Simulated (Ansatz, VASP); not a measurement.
**BP in two plane-wave programs**

Wanted: the spread between two codes on one cell, functional and k mesh. The cell is taken from a series of runs on this material, whose earlier steps may have relaxed, scaled, displaced or heated it; both programs get it as it stands.

Method: plane waves, with VASP 6.6.1 beside it; relaxation of cell and atoms at RPBE, in Ansatz 0.2.0.

## Step 1: The starting structure

The structure is cubic, space group F-43m (No. 216). Conventional cell: a = 4.575 Å, b = 4.575 Å, c = 4.575 Å, α = 90.00°, β = 90.00°, γ = 90.00°. Nearest to B lie 4 P at 1.98 Å. Nearest to P lie 4 B at 1.98 Å. Farther neighbours are not listed.

## Step 2: VASP: relaxation of cell and atoms, RPBE

The relaxed volume is the usual yardstick between codes: in a stiff, nearly cubic crystal its relative difference is about their pressure difference at one cell divided by the bulk modulus.

Lines of VASP's logs that name or quote its potential files are left out, and so is its time.

The input, INCAR:

```
SYSTEM = BP
PREC = Accurate
ENCUT = 500
EDIFF = 1E-07
NELM = 120
ISMEAR = 0
SIGMA = 0.01
LREAL = .FALSE.
ALGO = Normal
GGA = RP
NBANDS = 10
LORBIT = 11
LWAVE = .FALSE.
LCHARG = .FALSE.
ISIF = 3
IBRION = 2
NSW = 80
EDIFFG = -0.005
LASPH = .TRUE.
GGA_COMPAT = .FALSE.
NELMIN = 4
EFERMI = MIDGAP
```

The input, POSCAR:

```
BP
1.0
    0.0000000000      2.2873600000      2.2873600000
    2.2873600000      0.0000000000      2.2873600000
    2.2873600000      2.2873600000      0.0000000000
B P
1 1
Direct
    0.0000000000      0.0000000000      0.0000000000
    0.2500000000      0.2500000000      0.2500000000
```

The input, KPOINTS:

```
Automatic mesh
0
Gamma
12 12 12
0 0 0
```

PAW data sets: B and P (PBE family, release 64).

Command:

```bash
> mpirun -np 1 vasp_std
```

Numbers of over 12 decimals in the logs are rounded to 6 here.

Output:

```text
[banner, memory and clock lines left out]
running    1 mpi-ranks, on    1 nodes
 distrk:  each k-point on    1 cores,    1 groups
 distr:  one band on    1 cores,    1 groups

 POSCAR found type information on POSCAR B P
 POSCAR found :  2 types and       2 ions
|                                                                             |
|               ----> ADVICE to this user running VASP <----                  |
|                                                                             |
|     You enforced a specific xc type in the INCAR file but a different       |
|     [... a line on the potential file left out ...]
|     I HOPE YOU KNOW WHAT YOU ARE DOING!                                     |
|                                                                             |

 LDA part: xc-table for (Slater+PW92), standard interpolation
 POSCAR, INCAR and KPOINTS ok, starting setup
 FFT: planning ... GRIDC
 FFT: planning ... GRID_SOFT
 FFT: planning ... GRID
 WAVECAR not read
 entering main loop
       N       E                     dE             d eps       ncg     rms          rms(c)
DAV:   1     0.992244362806E+01    0.99224E+01   -0.38998E+03  1440   0.694E+02
DAV:   2    -0.123472360223E+02   -0.22270E+02   -0.21166E+02  2084   0.109E+02
DAV:   3    -0.128779724206E+02   -0.53074E+00   -0.52979E+00  1786   0.158E+01
DAV:   4    -0.128798774086E+02   -0.19050E-02   -0.19048E-02  1798   0.110E+00
DAV:   5    -0.128798854182E+02   -0.80095E-05   -0.80094E-05  1724   0.656E-02    0.773E+00
DAV:   6    -0.123524904682E+02    0.52739E+00   -0.12632E+00  1618   0.514E+00    0.429E+00
DAV:   7    -0.122781154006E+02    0.74375E-01   -0.22314E-01  1866   0.250E+00    0.137E+00
DAV:   8    -0.122737667105E+02    0.43487E-02   -0.24828E-02  1646   0.984E-01    0.177E-01
DAV:   9    -0.122744260586E+02   -0.65935E-03   -0.85765E-04  1662   0.205E-01    0.767E-02
DAV:  10    -0.122747775543E+02   -0.35150E-03   -0.50174E-04  1732   0.152E-01    0.276E-02
DAV:  11    -0.122747952127E+02   -0.17658E-04   -0.25349E-05  1820   0.365E-02    0.232E-02
DAV:  12    -0.122747977751E+02   -0.25624E-05   -0.42082E-06  1648   0.147E-02    0.514E-03
DAV:  13    -0.122747977741E+02    0.10208E-08   -0.55096E-08  1634   0.180E-03
   1 F= -.12274798E+02 E0= -.12274798E+02  d E =-.122748E+02
 curvature:   0.00 expect dE= 0.000E+00 dE for cont linesearch  0.000E+00
 trial: gam= 0.00000 g(F)=  0.299E-47 g(S)=  0.254E-03 ort = 0.000E+00 (trialstep = 0.100E+01)
 search vector abs. value=  0.254E-03
 bond charge predicted
       N       E                     dE             d eps       ncg     rms          rms(c)
DAV:   1    -0.122749967053E+02   -0.19893E-03   -0.51864E-03  1618   0.464E-01    0.919E-02
DAV:   2    -0.122748753160E+02    0.12139E-03   -0.25098E-04  1606   0.845E-02    0.520E-02
DAV:   3    -0.122748437065E+02    0.31610E-04   -0.73078E-05  1608   0.412E-02    0.152E-02
DAV:   4    -0.122748426777E+02    0.10288E-05   -0.25201E-06  1716   0.100E-02    0.123E-02
DAV:   5    -0.122748432914E+02   -0.61370E-06   -0.10271E-06  1678   0.625E-03    0.600E-03
DAV:   6    -0.122748435097E+02   -0.21831E-06   -0.37586E-08   768   0.138E-03    0.754E-04
DAV:   7    -0.122748435533E+02   -0.43579E-07   -0.45212E-09   744   0.492E-04
   2 F= -.12274844E+02 E0= -.12274844E+02  d E =-.457792E-04
 trial-energy change:   -0.000046  1 .order   -0.000041   -0.000254    0.000172
 step:   0.6122(harm=  0.5962)  dis= 0.00000  next Energy=   -12.274877 (dE=-0.789E-04)
 bond charge predicted
       N       E                     dE             d eps       ncg     rms          rms(c)
DAV:   1    -0.122749020336E+02   -0.58524E-04   -0.77974E-04  1620   0.179E-01    0.358E-02
DAV:   2    -0.122748836601E+02    0.18374E-04   -0.37917E-05  1608   0.328E-02    0.203E-02
DAV:   3    -0.122748777326E+02    0.59275E-05   -0.10972E-05  1610   0.160E-02    0.576E-03
DAV:   4    -0.122748768941E+02    0.83840E-06   -0.38311E-07  1658   0.391E-03    0.469E-03
DAV:   5    -0.122748763573E+02    0.53688E-06   -0.14835E-07   958   0.241E-03    0.204E-03
DAV:   6    -0.122748762743E+02    0.82930E-07   -0.11095E-08   740   0.823E-04
   3 F= -.12274876E+02 E0= -.12274876E+02  d E =-.785003E-04
 curvature:  -0.30 expect dE=-0.591E-07 dE for cont linesearch -0.591E-07
 trial: gam= 0.00000 g(F)=  0.394E-47 g(S)=  0.199E-06 ort =-0.711E-05 (trialstep = 0.922E+00)
 search vector abs. value=  0.199E-06
 reached required accuracy - stopping structural energy minimisation
```

OUTCAR, selected parts (step 2):

```text
ion  position               nearest neighbor table
   1  0.000  0.000  0.000-   2 1.98   2 1.98   2 1.98   2 1.98
   2  0.250  0.250  0.250-   1 1.98   1 1.98   1 1.98   1 1.98

  LATTYP: Found a face centered cubic cell.
 ALAT       =     4.5747200000

 Subroutine GETGRP returns: Found 24 space group operations
 (whereof 24 operations were pure point group operations)

The static configuration has the point symmetry T_d .

 Found     72 irreducible k-points:

   k-points           NKPTS =     72   k-points in BZ     NKDIM =     72   number of bands    NBANDS=     10

   dimension x,y,z NGX =    24 NGY =   24 NGZ =   24
   dimension x,y,z NGXF=    48 NGYF=   48 NGZF=   48

   ENCUT  =  500.0 eV  36.75 Ry    6.06 a.u.   5.90  5.90  5.90*2*pi/ulx,y,z

   NELECT =       8.0000    total number of electrons

 k-points in reciprocal lattice and weights: Automatic mesh
   0.00000000  0.00000000  0.00000000       0.001
   0.08333333  0.00000000  0.00000000       0.005
   0.16666667  0.00000000  0.00000000       0.005
   0.25000000  0.00000000  0.00000000       0.005
   0.33333333  0.00000000  0.00000000       0.005
   0.41666667  0.00000000  0.00000000       0.005
   0.50000000  0.00000000  0.00000000       0.002
   0.08333333  0.08333333  0.00000000       0.003
   0.16666667  0.08333333  0.00000000       0.014
[...]
-0.33333333  0.50000000  0.16666667       0.007
  -0.25000000  0.50000000  0.25000000       0.003

 average (electrostatic) potential at core
       1 -25.1837       2 -81.5941

 E-fermi :   7.9078

 k-point     1 :       0.0000    0.0000    0.0000
  band No.  band energies     occupation
      1      -8.0183      2.00000
      2       7.2675      2.00000
      3       7.2675      2.00000
      4       7.2675      2.00000
      5      10.6308      0.00000
      6      10.6308      0.00000
      7      10.6308      0.00000
      8      14.3569      0.00000
      9      18.7928      0.00000
    ...

 k-point     2 :       0.0833    0.0000    0.0000
  band No.  band energies     occupation
      1      -7.8952      2.00000
      2       6.3145      2.00000
      3       7.0572      2.00000
      4       7.0572      2.00000
      5      10.9218      0.00000
      6      10.9218      0.00000
      7      10.9765      0.00000
      8      14.7403      0.00000
      9      18.7521      0.00000
    ...

 k-point     3 :       0.1667    0.0000    0.0000
  band No.  band energies     occupation
      1      -7.5292      2.00000
      2       4.4603      2.00000
      3       6.6126      2.00000
      4       6.6126      2.00000
      5      11.2192      0.00000
      6      11.5235      0.00000
      7      11.5235      0.00000
      8      15.7143      0.00000
      9      18.1185      0.00000
    ...

  Total        0.0016572      0.0016572      0.0016572     -0.0000000     -0.0000000     -0.0000000
  in kB        0.1112249      0.1112249      0.1112249     -0.0000000     -0.0000000     -0.0000000
  external PRESSURE =       0.1112249 kB  Pullay stress =       0.0000000 kB

  energy-cutoff  :      500.00
  volume of cell :       23.87
      direct lattice vectors                 reciprocal lattice vectors
     0.000000000  2.285358561  2.285358561    -0.218784049  0.218784049  0.218784049
     2.285358561 -0.000000000  2.285358561     0.218784049 -0.218784049  0.218784049
     2.285358561  2.285358561  0.000000000     0.218784049  0.218784049 -0.218784049

 POSITION                                       TOTAL-FORCE (eV/Angst)
 -----------------------------------------------------------------------------------
      0.00000      0.00000      0.00000         0.000000      0.000000      0.000000
      1.14268      1.14268      1.14268        -0.000000     -0.000000     -0.000000
 -----------------------------------------------------------------------------------
    total drift:                                0.000000      0.000000      0.000000

  FREE ENERGIE OF THE ION-ELECTRON SYSTEM (eV)
  ---------------------------------------------------
  free  energy   TOTEN  =       -12.2748762743 eV

  energy  without entropy=      -12.2748762743  energy(sigma->0) =      -12.27487627

 reached required accuracy - stopping structural energy minimisation

 total charge
# of ion       s       p       d       tot
------------------------------------------
    1        0.669   1.247   0.000   1.915
    2        0.994   1.567   0.000   2.561
--------------------------------------------------
tot          1.663   2.813   0.000   4.476

[... 3 further parts left out ...]
```

## Step 3: Ansatz: relaxation of cell and atoms, RPBE

Ansatz runs on its default PAW (the set named soft_2) files.

The same cell, functional and mesh now go to Ansatz, which takes its cutoff from its data sets.

The input, input.yaml:

```yaml
crystal:
  lattice:
    - [0.0, 2.2873597124, 2.2873597124]
    - [2.2873597124, 0.0, 2.2873597124]
    - [2.2873597124, 2.2873597124, 0.0]
  atoms:
    - { symbol: B, position: [0.0, 0.0, 0.0] }
    - { symbol: P, position: [0.25, 0.25, 0.25] }
kpoints:
  mp_grid: { grid: [12, 12, 12] }
hamiltonian:
  xc: rpbe
scf:
  occupations: { method: fixed }
output:
  forces: true
  stress: true
  eigenvalues: true
relax:
  adjacent_minimum: "off"
  f_tol: 0.001
  max_steps: 60
  cell: { stress_tol: 0.01 }
```

Command:

```bash
> ansatz run input.yaml --threads 2 --pin off --max-ram 5120MiB --backend cpu --events-out ev --progress --plain --runs-dir out
```

Output:

```text
Engine: ansatz 0.2.0, aarch64-unknown-linux-gnu
Pseudopotentials: kind: paw
Pseudopotential: B, paw, valence charge 3, recommended cutoff 420 eV (normal), B.paw.azcp
Pseudopotential: P, paw, valence charge 5, recommended cutoff 420 eV (normal), P.paw.azcp
Functional definition: RPBE
  parameter kappa = 0.804
  parameter beta = 0.066725
  exchange = rpbe_x(kappa = kappa, mu = beta*pi^2/3)
  correlation = pbe_c(beta = beta)
Crystal: 2 atoms, lattice volume = 23.935 Å³
Basis set: ecut = 420 eV, 459 PW (Γ), exchange–correlation on 48×48×48 points (8 copies of the dense FFT grid, shifted against one another)
Bands: 8, of which v1, the nominal top of the filled ones, is band 4 counted from 1 (3 counted from 0)
Symmetry: 24 space group operations
Space group: F-43m (ITA 216), of the structure as read, at distance tolerance 2.9e-5 Å
k-points: 72 of 1728 (time reversal used)
Non-local potential: B, projectors of the file, l = 0: 2, l = 1: 2, l = 2: 1
Non-local potential: P, projectors of the file, l = 0: 2, l = 1: 2, l = 2: 2
PAW form: soft (Blöchl's): semilocal exchange-correlation on the pseudo side does not see the compensation charge
PAW frozen core: B, regenerated for the run's functional, and the local potential with it (the file was generated under x = pbe(κ = 0.804, μ = 0.219515), c = pbe(β = 0.066725))
PAW frozen core: P, regenerated for the run's functional, and the local potential with it (the file was generated under x = pbe(κ = 0.804, μ = 0.219515), c = pbe(β = 0.066725))
PAW one-centre angular grid: B, 110 points (default); XC on 64 Gauss nodes
PAW one-centre angular grid: P, 110 points (default); XC on 64 Gauss nodes
Initial density: superposition of atomic densities (neutral atoms: chi_scale 0, normalization atom), corrected by the library's trained network
Initial wavefunctions: pseudopotential atomic-orbital guess
Functional: x = rpbe, c = pbe(β = 0.066725)
SCF iter   1: F=—  HF=-916.756640 eV  |F-HF|=—  |Δ(HF+E_count)|=         —  Δρ=2.70e-3  dr2=1.13e-3  ethr=1.77e-3  ⟨swp⟩=5.1  Hψ=4222  notcnv=0  defer=134
preconditioner: auto → none  [insulator: Δε(μ)=1.283 eV  Ē_g=12.659 eV  n_scr=0 (ndim 8)  ℏωp=21.5 eV  f_vac=0.000  ε∞_Penn≈3.9]
SCF iter   2: F=—  HF=-916.756541 eV  |F-HF|=—  |Δ(HF+E_count)|=   9.84e-5  Δρ=1.27e-3  dr2=2.64e-4  ethr=1.41e-5  ⟨swp⟩=2.6  Hψ=1587  notcnv=0  defer=136
SCF iter   3: F=—  HF=-916.756517 eV  |F-HF|=—  |Δ(HF+E_count)|=   2.39e-5  Δρ=5.20e-4  dr2=2.74e-5  ethr=3.29e-6  ⟨swp⟩=3.0  Hψ=1013  notcnv=0  defer=136
SCF iter   4: F=—  HF=-916.756536 eV  |F-HF|=—  |Δ(HF+E_count)|=   1.82e-5  Δρ=1.12e-4  dr2=2.61e-6  ethr=3.42e-7  ⟨swp⟩=2.7  Hψ=896  notcnv=0  defer=124
SCF iter   5: F=—  HF=-916.756537 eV  |F-HF|=—  |Δ(HF+E_count)|=   1.11e-6  Δρ=2.73e-5  dr2=2.39e-7  ethr=3.27e-8  ⟨swp⟩=2.0  Hψ=841  notcnv=0  defer=127
SCF iter   6: F=-916.756537 eV  HF=-916.756537 eV  |F-HF|=1.99e-9  |Δ(HF+E_count)|=   4.85e-8  Δρ=3.51e-6  dr2=3.82e-9  ethr=1.25e-9  ⟨swp⟩=8.8  Hψ=3589  notcnv=0
SCF 1 converged in 6 iterations: F = -916.756537 eV  dr2 = 3.82e-9
  greatest PAW one-centre occupation: 0.774 electrons in one spin orbital (limit 2), on the P atom at site 1 (counted from 0), in its partial waves of l = 0
relax step   1: F+E_penalty+E_count = -916.75653674 eV  Δ(F+E_penalty+E_count) = +0.000e0 eV  max|allowed force component| = 4.071e-16 eV/Å  Δτ_max = 0.0000 Å  P = +0.025 GPa  Ω = 23.935 Å³  (6 SCF iters, dr2 threshold 1.00e-7 eV, accepted)
[...]
relax step   2: F+E_penalty+E_count = -916.75653550 eV  Δ(F+E_penalty+E_count) = +1.240e-6 eV  max|allowed force component| = 6.765e-17 eV/Å  Δτ_max = 0.0000 Å  P = +0.011 GPa  Ω = 23.937 Å³  energy of the carried Pulay correction = -1.485e-6 eV  (3 SCF iters, dr2 threshold 1.56e-9 eV, accepted)
[...]
relax step   3: F+E_penalty+E_count = -916.75653433 eV  Δ(F+E_penalty+E_count) = +1.172e-6 eV  max|allowed force component| = 1.989e-16 eV/Å  Δτ_max = 0.0000 Å  P = -0.000 GPa  Ω = 23.939 Å³  energy of the carried Pulay correction = -2.718e-6 eV  (4 SCF iters, dr2 threshold 3.20e-10 eV, accepted)
[...]
relax step   4: F+E_penalty+E_count = -916.75653433 eV  Δ(F+E_penalty+E_count) = -3.297e-12 eV  max|allowed force component| = 1.989e-16 eV/Å  Δτ_max = 0.0000 Å  P = -0.000 GPa  Ω = 23.939 Å³  stress off target by 2.16e-4 GPa  SCF on the basis re-selected at this cell (its energy is not comparable with the rows above)  (5 SCF iters)
basis re-selected at this cell: Δ(F+E_penalty+E_count) = -3.297e-12 eV, ΔP = +0.000 GPa vs the last step (what re-selecting the basis moved, of the pressure what is left beyond the Pulay correction that the steps carried, after the strain that the cell walked since its last selection, with what the two solves' SCF thresholds leave and, on support functions, any second-order correction that the steps lacked; it is no  [...]
SCF converged after 5 iterations
Free energy (F): -916.756534 eV
Harris-Foulkes:  -916.756534 eV  (|F-HF|=4.55e-13)
Internal energy: -916.756534 eV  (E = F + TS)
E sigma→0 (E₀):  -916.756534 eV
Fermi energy:    9.029533 eV
--- Per-component energies (eV) ---
  E_band       = 20.952286
  E_kinetic    = 120.351459
  E_local      = -68.521601  (includes V_loc(G=0)·N_el)
  E_nonlocal   = 43.879558
  E_hartree    = 17.345809
  E_xc         = -94.558704
  E_vxc        = -99.984196  (∫ρ·V_xc dr)
  E_paw        = -652.027410  (= ΣΔE_a)
  E_vpaw       = -9.464555  (= ΣTr[D̂ρ^β])
  E_aug_tail   = 0.000000  (compensation charges beyond the density's cutoff)
  E_ewald      = -283.184520
  E_core_change = -0.041125  (= ΣΔE_core)
  E_smearing   = -0.000000  (= −TS)
  E_closure    = 0.000000  (closes the sum)
  Σ components = -916.756534   (vs F -916.756534, Δ=0.00e0)
--- Forces (eV/Å), atoms counted from 1 ---
  atom   1  B      0.00000000     0.00000000    -0.00000000
  atom   2  P     -0.00000000    -0.00000000    -0.00000000
  max |Σ_I F_I| component: 1.41e-16 eV/Å
--- Stress (GPa, compression-positive) ---
       -0.000216      -0.000000      -0.000000
       -0.000000      -0.000216       0.000000
       -0.000000       0.000000      -0.000216
  P = ⅓ Tr σ = -0.0002 GPa (-0.002 kbar)
--- Band table (eV; the first three rows and the last of 72) ---
  k-point 0: bands = ["-6.2333", "9.0295", "9.0295", "9.0295", "12.4000", "12.4000", "12.4000", "16.0744"]
  k-point 1: bands = ["-6.1106", "8.0784", "8.8197", "8.8197", "12.6895", "12.6895", "12.7415", "16.4598"]
  k-point 2: bands = ["-5.7457", "6.2274", "8.3758", "8.3758", "12.9781", "13.2891", "13.2891", "17.4397"]
  k-point 71: bands = ["-1.2387", "1.0238", "3.4977", "3.7061", "14.4031", "15.7799", "16.1620", "16.3305"]
--- Relaxed structure (3 steps of the walk, 3 accepted, 1 SCFs on fresh bases) ---
  F+E_penalty+E_count = -916.75653433 eV   max|allowed force component| = 1.989e-16 eV/Å   (the final SCF, on the basis selected at the relaxed cell)
  cell:  # Å, volume = 23.9389 Å³
    - [0.0, 2.287485, 2.287485]
    - [2.287485, 0, 2.287485]
    - [2.287485, 2.287485, 0]
  atoms:
    - { symbol: B, position: [0, 0, 0] }
    - { symbol: P, position: [0.25, 0.25, 0.25] }
```

## Step 4: Comparison

Known differences besides the potentials themselves: fixed occupations in Ansatz, narrow Gaussian smearing in VASP; the cutoff is 420 eV in Ansatz and 500 eV in VASP; Ansatz makes its cores anew for this functional, VASP keeps those of its PBE data sets; Ansatz adds a Pulay correction to the stress that steers its cell, VASP none. Total energies have different zeros and are not compared.

The two programs side by side:

| quantity | Ansatz | VASP | difference |
| --- | --- | --- | --- |
| volume (Å³) | 23.94 | 23.87 | +0.28 % |
| edge a after relaxation, in the typed setting (Å) | 3.235 | 3.232 | +0.09 % |

## Step 5: Outcome

| Item | Value |
| --- | --- |
| difference in volume (relaxation of cell and atoms, RPBE) | 0.28 % |

In words: The difference in volume is 0.28 % (relaxation of cell and atoms, RPBE), within the 1.2 % picked in this series as the mark of a large difference, as far as the stopping tolerances let one tell. 1 further run of this series is not shown here. How closely two codes agree says nothing of how well the functional describes the real material.

[Lines on the potential files, build, host, timing and source positions are cut from VASP's logs without a mark.]

[Logs are printed without paths, hosts, clocks, repeated set-up lines and the standing remarks that a program may print on its own settings, such as how far it seeks lower states.]

[Hosts, paths, dates, database ids (printed as entryN), source tags and the programs' standing remarks are cut or masked in the printed files.]
